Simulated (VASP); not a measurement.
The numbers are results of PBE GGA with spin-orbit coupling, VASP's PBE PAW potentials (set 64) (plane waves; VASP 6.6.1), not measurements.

VASP input:

**INCAR**
```
SYSTEM = CdTe
PREC = Accurate
ENCUT = 400
EDIFF = 1E-6
NELM = 100
ALGO = Normal
LREAL = .FALSE.
LASPH = .TRUE.
ISMEAR = 0
SIGMA = 0.05
GGA = PE
LMAXMIX = 4
LWAVE = .FALSE.
LCHARG = .FALSE.
LSORBIT = .TRUE.
MAGMOM = 0 0 0 0 0 0
GGA_COMPAT = .FALSE.
```

**POSCAR**
```
CdTe
1
   -0.0000000000     3.3040962557     3.3040962557
    3.3040962557    -0.0000000000     3.3040962557
    3.3040962557     3.3040962557     0.0000000000
Cd Te
1 1
Direct
  1.0000000000   0.0000000000   0.0000000000
  0.2500000000   0.2500000000   0.2500000000
```

KPOINTS:
```
Automatic mesh
0
Gamma
6 6 6
0 0 0
```

**KPOINTS_OPT**
```
k-points along high-symmetry lines
8
Line-mode
Reciprocal
  0.000000   0.000000   0.000000 ! GAMMA
 -0.500000  -0.500000   0.000000 ! X

 -0.500000  -0.500000   0.000000 ! X
 -0.375000  -0.375000   0.250000 ! U

 -0.375000  -0.000000   0.375000 ! K
  0.000000   0.000000   0.000000 ! GAMMA

  0.000000   0.000000   0.000000 ! GAMMA
  0.000000   0.000000   0.500000 ! L

  0.000000   0.000000   0.500000 ! L
 -0.500000  -0.250000   0.250000 ! W

 -0.500000  -0.250000   0.250000 ! W
 -0.500000  -0.500000   0.000000 ! X
```

POTCAR, in this order: Cd Te (PBE.64 set). Program: vasp_ncl.

Output

OSZICAR:
```
       N       E                     dE             d eps       ncg     rms          rms(c)
DAV:   1     0.974278536993E+02    0.97428E+02   -0.69766E+03  1160   0.965E+02
DAV:   2    -0.637280708134E+00   -0.98065E+02   -0.95410E+02  1306   0.264E+02
DAV:   3    -0.511245276971E+01   -0.44752E+01   -0.44560E+01  1300   0.588E+01
DAV:   4    -0.517105539630E+01   -0.58603E-01   -0.58574E-01  1462   0.577E+00
DAV:   5    -0.517161122214E+01   -0.55583E-03   -0.55582E-03  1294   0.582E-01    0.586E+00
DAV:   6    -0.494453495727E+01    0.22708E+00   -0.44014E-01  1232   0.867E+00    0.454E+00
DAV:   7    -0.493052267943E+01    0.14012E-01   -0.13620E-01  1246   0.254E+00    0.233E+00
DAV:   8    -0.493129599416E+01   -0.77331E-03   -0.79517E-03  1266   0.101E+00    0.981E-01
DAV:   9    -0.493145882455E+01   -0.16283E-03   -0.64236E-04  1298   0.281E-01    0.318E-01
DAV:  10    -0.493168318048E+01   -0.22436E-03   -0.44726E-04  1224   0.198E-01    0.555E-02
DAV:  11    -0.493171909790E+01   -0.35917E-04   -0.35302E-05  1294   0.641E-02    0.248E-02
DAV:  12    -0.493174297140E+01   -0.23873E-04   -0.37097E-05  1168   0.400E-02    0.210E-02
DAV:  13    -0.493174302615E+01   -0.54753E-07   -0.73565E-07   998   0.914E-03
   1 F= -.49317430E+01 E0= -.49317430E+01  d E =-.826100E-08  mag=    -0.0000     0.0000    -0.0000
       N       E                     dE             ncg
       N       E                     dE             ncg
       N       E                     dE             ncg
```

OUTCAR:
```
------------------------ aborting loop because EDIFF is reached ----------------------------------------
  FORCE on cell =-STRESS in cart. coord.  units (eV):
  Direction    XX          YY          ZZ          XY          YZ          ZX
  --------------------------------------------------------------------------------------
  Total        0.0163931      0.0163931      0.0163931      0.0000000      0.0000000     -0.0000000
  in kB        0.3640685      0.3640685      0.3640685      0.0000000      0.0000000     -0.0000000
  external PRESSURE =       0.3640685 kB  Pullay stress =       0.0000000 kB
  volume of cell :       72.14
      direct lattice vectors                 reciprocal lattice vectors
     0.000000000  3.304096256  3.304096256    -0.151327310  0.151327310  0.151327310
     3.304096256  0.000000000  3.304096256     0.151327310 -0.151327310  0.151327310
     3.304096256  3.304096256  0.000000000     0.151327310  0.151327310 -0.151327310
  FREE ENERGIE OF THE ION-ELECTRON SYSTEM (eV)
  ---------------------------------------------------
  free  energy   TOTEN  =        -4.9317430261 eV

  energy  without entropy=       -4.9317430179  energy(sigma->0) =       -4.93174302

 Ion:    1  E_soc:     -0.0593167

 Ion:    2  E_soc:     -0.1977274
```
(Selected blocks of OUTCAR.)

The compound is CdTe in the zinc blende structure. It was relaxed first, which changed the volume by +6 %.
